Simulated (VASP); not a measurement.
# Be3GaSb3 (P6/mmm) in VASP: further runs

The runs below take Be3GaSb3 through relaxation of cell and atoms, single point, with PBE.

Program: VASP 6.6.1. These are calculated values, not measurements. Logs are shortened: lines on timing, memory, paths and dates and some standing lists are left out, and cuts for length are marked.

## (1) The cell of the first run

It takes space group P6/mmm (No. 191, hexagonal). Conventional cell: a = 6.151 Å, b = 6.151 Å, c = 3.852 Å, α = 90.00°, β = 90.00°, γ = 120.00°. Be (site symmetry mmm) is surrounded by 2 Sb at 1.78 Å. Ga (site symmetry 6/mmm) has 2 Sb at 1.93 Å as nearest neighbours. Around Sb (site symmetry -6m2) lie 3 Be at 1.78 Å. Around Sb (site symmetry 6/mmm) lie 2 Ga at 1.93 Å.

The cell was built by a generator and needn't be a form met in nature.

## (2) Relaxation of cell and atoms, PBE (random cell by space group and Wyckoff sites (P6/mmm, No. 191))

The input, INCAR:

```
SYSTEM = Be3GaSb3
PREC     = Accurate       ! precision mode
ENCUT    = 600            ! plane-wave cutoff, eV
EDIFF    = 1E-6           ! SCF threshold, eV
ISMEAR   = 0              ! smearing method
SIGMA    = 0.1            ! smearing width, eV
LREAL    = .False.        ! projectors in reciprocal space
LASPH    = .True.         ! aspherical terms in the spheres
NELM     = 100            ! most SCF steps
ALGO     = Normal         ! electronic algorithm
ISIF     = 3              ! what is computed and relaxed
LWAVE    = .False.        ! write WAVECAR
LCHARG   = .False.        ! write CHGCAR
GGA      = PE             ! functional
IBRION   = 2              ! ionic algorithm
NSW      = 90             ! ionic steps
EDIFFG   = -0.04          ! ionic threshold
```

The input, KPOINTS:

```
Automatic mesh
0
Gamma
  3 3 4
  0 0 0
```

The input, POSCAR:

```
Be3GaSb3
1.0
    6.1510391500      0.0000000000      0.0000000000
   -3.0755195800      5.3269561600      0.0000000000
    0.0000000000      0.0000000000      3.8515874500
Be Ga Sb
3 1 3
Direct
    0.5000000000      0.0000000000      0.0000000000
    0.0000000000      0.5000000000      0.0000000000
    0.5000000000      0.5000000000      0.0000000000
    0.0000000000      0.0000000000      0.0000000000
    0.3333333300      0.6666666700      0.0000000000
    0.6666666700      0.3333333300      0.0000000000
    0.0000000000      0.0000000000      0.5000000000
```

Potentials or basis: VASP PAW PBE potentials, release 64 (Be, Ga_d, Sb).

On the command line:

```bash
$ cat potpaw_PBE.64/Be/POTCAR potpaw_PBE.64/Ga_d/POTCAR potpaw_PBE.64/Sb/POTCAR > POTCAR
$ mpirun -np 1 vasp_std > vasp.out
```

OUTCAR:

```text
SYSTEM = Be3GaSb3
   PREC = Accurate
   ENCUT = 600
   EDIFF = 1E-6
   ISMEAR = 0
   LREAL = .False.
   LASPH = .True.
   NELM = 100
   ISIF = 3
   GGA = PE
   IBRION = 2
   NSW = 90
   EDIFFG = -0.04

 ion  position               nearest neighbor table
   1  0.500  0.000  0.000-   5 1.78   6 1.78
   2  0.000  0.500  0.000-   5 1.78   6 1.78
   3  0.500  0.500  0.000-   5 1.78   6 1.78
   4  0.000  0.000  0.000-   7 1.93   7 1.93
   5  0.333  0.667  0.000-   1 1.78   2 1.78   3 1.78   6 3.55   6 3.55   6 3.55
   6  0.667  0.333  0.000-   1 1.78   2 1.78   3 1.78   5 3.55   5 3.55   5 3.55
   7  0.000  0.000  0.500-   4 1.93   4 1.93

  LATTYP: Found a hexagonal cell.
 ALAT       =     6.1510391500
 C/A-ratio  =     0.6261685800

  Lattice vectors:

 A1 = (   6.1510391500,   0.0000000000,   0.0000000000)
 A2 = (  -3.0755195800,   5.3269561600,   0.0000000000)
 A3 = (   0.0000000000,   0.0000000000,   3.8515874500)

Analysis of symmetry for initial positions (statically):
=====================================================================
 Subroutine PRICEL returns:
 Original cell was already a primitive cell.

 Routine SETGRP: Setting up the symmetry group for a
 hexagonal supercell.

 Subroutine GETGRP returns: Found 24 space group operations
 (whereof 24 operations were pure point group operations)
 out of a pool of 24 trial point group operations.

The static configuration has the point symmetry D_6h.

Analysis of symmetry for dynamics (positions and initial velocities):
=====================================================================
 Subroutine PRICEL returns:
 Original cell was already a primitive cell.

 Routine SETGRP: Setting up the symmetry group for a
 hexagonal supercell.

 Subroutine GETGRP returns: Found 24 space group operations
 (whereof 24 operations were pure point group operations)
 out of a pool of 24 trial point group operations.

The dynamic configuration has the point symmetry D_6h.

 Subroutine INISYM returns: Found 24 space group operations
 (whereof 24 operations are pure point group operations),
 and found     1 'primitive' translations

----------------------------------------------------------------------------------------

                                     Primitive cell

  volume of cell :     126.2023

  direct lattice vectors                    reciprocal lattice vectors
     6.151039150  0.000000000  0.000000000     0.162574156  0.093862233  0.000000000
    -3.075519580  5.326956160  0.000000000     0.000000000  0.187724466  0.000000000
     0.000000000  0.000000000  3.851587450     0.000000000  0.000000000  0.259633207

  length of vectors
     6.151039150  6.151039149  3.851587450     0.187724466  0.187724466  0.259633207

  position of ions in fractional coordinates (direct lattice)
     0.500000000  0.000000000  0.000000000
     0.000000000  0.500000000  0.000000000
     0.500000000  0.500000000  0.000000000
     0.000000000  0.000000000  0.000000000
     0.333333330  0.666666670  0.000000000
     0.666666670  0.333333330  0.000000000
     0.000000000  0.000000000  0.500000000

  ion indices of the primitive-cell ions
   primitive index   ion index
                 1           1
                 2           2
                 3           3
                 4           4
                 5           5
                 6           6
                 7           7

----------------------------------------------------------------------------------------

 KPOINTS: Automatic mesh

Automatic generation of k-mesh.
 Grid dimensions read from file:
 generate k-points for:    3    3    4

 Generating k-lattice:

  Cartesian coordinates                     Fractional coordinates (reciprocal lattice)
     0.054191385  0.031287411  0.000000000     0.333333333 -0.000000000  0.000000000
     0.000000000  0.062574822  0.000000000     0.000000000  0.333333333  0.000000000
     0.000000000  0.000000000  0.064908302     0.000000000  0.000000000  0.250000000

  Length of vectors
     0.062574822  0.062574822  0.064908302

  Shift w.r.t. Gamma in fractional coordinates (k-lattice)
     0.000000000  0.000000000  0.000000000

 Subroutine IBZKPT returns following result:
 ===========================================

 Found      9 irreducible k-points:

 Following reciprocal coordinates:
            Coordinates               Weight
  0.000000  0.000000  0.000000      1.000000
  0.333333 -0.000000  0.000000      6.000000
  0.333333  0.333333  0.000000      2.000000
  0.000000  0.000000  0.250000      2.000000
  0.333333 -0.000000  0.250000     12.000000
  0.333333  0.333333  0.250000      4.000000
  0.000000  0.000000  0.500000      1.000000
  0.333333 -0.000000  0.500000      6.000000
  0.333333  0.333333  0.500000      2.000000
   k-points           NKPTS =      9   k-points in BZ     NKDIM =      9   number of bands    NBANDS=     21
   number of dos      NEDOS =    301   number of ions     NIONS =      7
   total plane-waves  NPLWV =  80000
   dimension x,y,z NGX =    50 NGY =   50 NGZ =   32
   dimension x,y,z NGXF=   100 NGYF=  100 NGZF=   64
   ions per type =               3   1   3
   NGX,Y,Z   is equivalent  to a cutoff of  13.51, 13.51, 13.81 a.u.
   NGXF,Y,Z  is equivalent  to a cutoff of  27.03, 27.03, 27.62 a.u.
 SYSTEM =  Be3GaSb3
   PREC   = accura    normal or accurate (medium, high low for compatibility)
   ISTART =      0    job   : 0-new  1-cont  2-samecut
   ICHARG =      2    charge: 1-file 2-atom 10-const
   ISPIN  =      1    spin polarized calculation?
   LNONCOLLINEAR =      F non collinear calculations
   LSORBIT =      F    spin-orbit coupling
   LASPH  =      T    aspherical Exc in radial PAW
   ENCUT  =  600.0 eV  44.10 Ry    6.64 a.u.  12.29 12.29  7.69*2*pi/ulx,y,z
   NELM   =    100;   NELMIN=  2; NELMDL= -5     # of ELM steps
   EDIFF  = 0.1E-05   stopping-criterion for ELM
   LREAL  =      F    real-space projection
   EDIFFG = -.4E-01   stopping-criterion for IOM
   NSW    =     90    number of steps for IOM
   IBRION =      2    ionic relax: 0-MD 1-quasi-New 2-CG
   NFREE  =      1    steps in history (QN), initial steepest desc. (CG)
   ISIF   =      3    stress and relaxation
   ISYM   =      2    0-nonsym 1-usesym 2-fastsym
   POTIM  = 0.5000    time-step for ionic-motion
   TEBEG  =    0.0;   TEEND  =   0.0 temperature during run
   PSTRESS=    0.0 pullay stress
   NELECT =      34.0000    total number of electrons
   NUPDOWN=      -1.0000    fix difference up-down
   EMIN   =  10.00;   EMAX   =-10.00  energy-range for DOS
   EFERMI =   0.00;   METHOD = LEGACY
   ISMEAR =     0;   SIGMA  =   0.10  broadening in eV -4-tet -1-fermi 0-gaus
   EFERMI_NEDOS =   21; number of points for ismear=-14 and -15
   IALGO  =     38    algorithm
   IMIX   =      4    mixing-type and parameters
     AMIX     =   0.40;   BMIX     =  1.00
     AMIX_MAG =   1.60;   BMIX_MAG =  1.00
  volume/ion in A,a.u.               =      18.03       121.67
  Fermi-wavevector in a.u.,A,eV,Ry     =   1.057334  1.998071 15.210691  1.117954
  Thomas-Fermi vector in A             =   2.192602
   LORBIT       =      0    0 simple, 1 ext, 2 COOP (PROOUT), +10 PAW based schemes
   GGA     = PE    functional components
   LHFCALC =     F    Hartree Fock is set to
   AEXX    =    0.0000 exact exchange contribution
   IVDW    =     0    specifies the selected vdW correction
   LEPSILON=     F    determine dielectric tensor
   LRPA    =     F    only Hartree local field effects (RPA)
 conjugate gradient relaxation of ions
 non-spin polarized calculation
 Gauss-broadening in eV      SIGMA  =   0.10
  energy-cutoff  :      600.00
  volume of cell :      126.20
 maximum number of plane-waves:      4251
 NGX is ok and might be reduce to    50
   NGX = 25   NGY = 25   NGZ = 15

--------------------------------------- Ionic step        1  -------------------------------------------

 number of electron      34.0000007 magnetization

 Free energy of the ion-electron system (eV)
  ---------------------------------------------------
  ext. energy  EPLUGINS =         0.00000000
  ---------------------------------------------------
  free energy    TOTEN  =         0.31573048 eV

  energy without entropy =        0.33332589  energy(sigma->0) =        0.32452819

 E-fermi :   7.1963     XC(G=0):  -9.8153

 val. band max:        7.1491431063   @ k =   0.3333  -0.0000   0.0000
 cond. band min:       7.2145727297   @ k =   0.3333  -0.0000   0.5000
 fundamental gap:      0.0654296233
 Fermi energy:         7.1963035574

 k-point     1 :       0.0000    0.0000    0.0000
  band No.  band energies     occupation
      1     -10.8295      2.00000
      2     -10.1271      2.00000
      3     -10.1271      2.00000
      4      -9.6871      2.00000
      5      -9.6871      2.00000
      6      -5.8166      2.00000
[... 243 lines left out ...]
  energy  without entropy=        0.3333258913  energy(sigma->0) =        0.32452819

--------------------------------------- Ionic step        2  -------------------------------------------

 number of electron      34.0000010 magnetization

 E-fermi :  -0.5682     XC(G=0):  -5.7337

 val. band max:       -0.6101192190   @ k =   0.0000   0.0000   0.5000
 cond. band min:      -0.5657872341   @ k =   0.0000   0.0000   0.2500
 fundamental gap:      0.0443319848
 Fermi energy:        -0.5681529860

 k-point     1 :       0.0000    0.0000    0.0000
  band No.  band energies     occupation
      1     -15.5853      2.00000
      2     -15.5853      2.00000
      3     -15.5850      2.00000
      4     -15.5402      2.00000
      5     -15.5402      2.00000
      6      -9.3266      2.00000
[... 489 lines left out ...]
  energy  without entropy=      -20.0467044047  energy(sigma->0) =      -20.05872630

--------------------------------------- Ionic step        9  -------------------------------------------

 number of electron      34.0000048 magnetization

 Free energy of the ion-electron system (eV)
  ---------------------------------------------------
  ext. energy  EPLUGINS =         0.00000000
  ---------------------------------------------------
  free energy    TOTEN  =       -20.07535866 eV

  energy without entropy =      -20.05114205  energy(sigma->0) =      -20.06325035

 E-fermi :   1.1309     XC(G=0):  -6.9585

 val. band max:        1.1139645822   @ k =   0.0000   0.0000   0.2500
 cond. band min:       1.1732470782   @ k =   0.3333  -0.0000   0.0000
 fundamental gap:      0.0592824960
 Fermi energy:         1.1309235468

 k-point     1 :       0.0000    0.0000    0.0000
  band No.  band energies     occupation
      1     -14.4868      2.00000
      2     -14.3249      2.00000
      3     -14.3249      2.00000
      4     -14.2971      2.00000
      5     -14.2971      2.00000
      6      -8.5904      2.00000
[... 239 lines left out ...]
  FREE ENERGIE OF THE ION-ELECTRON SYSTEM (eV)
  ---------------------------------------------------
  free  energy   TOTEN  =       -20.0753586568 eV

  energy  without entropy=      -20.0511420505  energy(sigma->0) =      -20.06325035

 reached required accuracy - stopping structural energy minimisation
```

Wall time 3.7 min (1 thread of Intel Xeon Platinum 8375C at 2.90GHz (Ice Lake), shared host); peak memory 0.29 GiB.

Results:

```yaml
Free_energy: -20.0754 eV
Relaxed_volume: 37.94 Å³/atom
Relaxed_cell: a = 7.864 Å, b = 7.864 Å, c = 4.958 Å, α = 90.00°, β = 90.00°, γ = 120.00°
Space_group_after_relaxing_to_0.05_Å: P6/mmm (No. 191)
Energy_gained_by_relaxing: 2913.0 meV/atom
Ionic_steps: 9
Pressure_after_relaxing: 0.0 GPa
Band_gap_on_the_k_mesh: none (metal or under the smearing width)
```

Step by step:
| step | energy change (eV) | largest force (eV/Å) | pressure (GPa) | volume (Å³) |
| --- | --- | --- | --- | --- |
| 1 | 0.0000 | 0.0000 | 84.59 | 126.20 |
| 2 | -17.6962 | 0.0000 | -4.46 | 392.01 |
| 3 | -20.3319 | 0.0000 | 1.18 | 254.99 |
| 4 | -20.3492 | 0.0000 | -0.71 | 272.04 |
| 5 | -20.3664 | 0.0000 | -0.01 | 264.96 |
| 6 | -20.3628 | 0.0000 | 0.38 | 261.50 |
| 7 | -20.3857 | 0.0000 | 0.40 | 261.91 |
| 8 | -20.3865 | 0.0000 | 0.41 | 262.01 |
| 9 | -20.3911 | 0.0000 | 0.03 | 265.56 |

Final structure:
```
CELL_PARAMETERS angstrom
7.86448 0.00000 0.00000
-3.93224 6.81084 0.00000
0.00000 0.00000 4.95776
ATOMIC_POSITIONS crystal
Be 0.50000 0.00000 0.00000
Be 0.00000 0.50000 0.00000
Be 0.50000 0.50000 0.00000
Ga 0.00000 0.00000 0.00000
Sb 0.33333 0.66667 0.00000
Sb 0.66667 0.33333 0.00000
Sb 0.00000 0.00000 0.50000
```

Levels at points of the mesh, in eV from the Fermi level:
| k point | band 14 | band 15 | band 16 | band 17 | band 18 | band 19 | band 20 | band 21 |
| --- | --- | --- | --- | --- | --- | --- | --- | --- |
| (0.00, 0.00, 0.00) | -2.52 | -1.20 | -1.20 | -0.88 | 0.52 | 2.02 | 2.32 | 2.32 |
| (0.00, 0.00, 0.50) | -1.92 | -0.44 | -0.31 | -0.31 | 0.44 | 0.44 | 1.62 | 1.62 |

Caveat: the k mesh is coarse (spacing up to 0.41 Å⁻¹), so the values aren't converged; the volume moved by over 15 % at a fixed basis, so the end points are rough.

## (3) Single point, PBE (random cell by space group and Wyckoff sites (P6/mmm, No. 191))

The input, INCAR:

```
SYSTEM = Be3GaSb3
  ALGO = Fast
  EDIFF = 1E-6
  ENCUT = 520
  GGA = PE
  ISIF = 2
  ISMEAR = 0
  LASPH = .TRUE.
  LCHARG = .FALSE.
  LREAL = .FALSE.
  LWAVE = .FALSE.
  NBANDS = 26
  NELM = 100
  PREC = Accurate
  SIGMA = 0.1
```

The input, KPOINTS:

```
k-points
0
G
  6 6 8
  0 0 0
```

The input, POSCAR:

```
Be3GaSb3
1.0
    7.8436101334      0.0000000000      0.0000000000
   -3.9218050667      6.7927656329      0.0000000000
    0.0000000000      0.0000000000      5.0926219951
Be Ga Sb
3 1 3
Direct
    0.5000000000      0.0000000000      0.0000000000
    0.0000000000      0.5000000000      0.0000000000
    0.5000000000      0.5000000000      0.0000000000
    0.0000000000      0.0000000000      0.0000000000
    0.3333333333      0.6666666667      0.0000000000
    0.6666666667      0.3333333333      0.0000000000
    0.0000000000      0.0000000000      0.5000000000
```

Potentials or basis: VASP PAW PBE potentials, release 64 (Be, Ga_d, Sb).

On the command line:

```bash
$ cat potpaw_PBE.64/Be/POTCAR potpaw_PBE.64/Ga_d/POTCAR potpaw_PBE.64/Sb/POTCAR > POTCAR
$ mpirun -np 1 vasp_std > vasp.out
```

Run time: 4.8 min. Hardware: 1 thread of Intel Xeon Platinum 8488C (Sapphire Rapids), shared host; peak memory 0.54 GiB.

Results (log left out):

| Item | Value |
| --- | --- |
| Free energy | -20.1502 eV |
| Pressure | 0.2 GPa |
| Band gap on the k mesh | none (metal or under the smearing width) |

Stress tensor (GPa, compression positive):
```
0.21 0.00 0.00
0.00 0.21 0.00
0.00 0.00 0.05
```

Levels at points of the mesh, in eV from the Fermi level:
```tsv
k point	band 15	band 16	band 17	band 18	band 19	band 20
(0.00, 0.00, 0.00)	-0.86	-0.86	-0.81	0.58	2.28	2.44
(0.50, 0.00, 0.00)	-0.92	-0.90	-0.54	-0.09	1.52	2.12
(0.00, 0.00, 0.50)	-0.23	-0.07	-0.07	0.74	0.74	1.85
(0.50, 0.00, 0.50)	-0.96	-0.17	0.30	0.78	1.20	1.67
```

Spin-orbit coupling is left out, which matters for the levels of Sb.
